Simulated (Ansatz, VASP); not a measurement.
**Sr2Br: VASP beside Ansatz**

```
Sr Br
1.0
     6.41013    0.00000    0.00000
    -3.20506    5.55133    0.00000
     0.00000    0.00000    4.07384
Sr Br
2 1
Direct
  0.33333 0.66667 0.00000
  0.66667 0.33333 0.00000
  0.00000 0.00000 0.00000
```

Alike in both runs: functional PBE; k mesh 6 × 6 × 4; occupations gaussian, width 0.1 eV; no spin polarisation.

Ansatz relaxed the structure, and its values are those at the end. VASP's run is a single point on that final structure, the one shown.

|  | VASP | Ansatz |
| --- | --- | --- |
| version | VASP 6.6.1 | Ansatz 0.2.0 |
| potentials or method | VASP PAW PBE potentials, release 64 (Sr_sv, Br) | scalar-relativistic, plane waves, PAW |
| plane-wave cutoff (eV) | 520 | 420 |
| valence electrons in the cell | 27 | 27 |

```csv
,VASP,Ansatz,Ansatz less VASP
gap on the k mesh at the Fermi level (eV),none,none,-
pressure (GPa),0.1,0.1,-0.02
```

A gap of «none» marks a metal or a gap that the smearing closes.

Caveats: the k mesh is coarse (spacing up to 0.39 Å⁻¹), so the values aren't converged; an odd number of electrons without spin polarisation forces a metal; a magnetic or distorted state may lie lower.
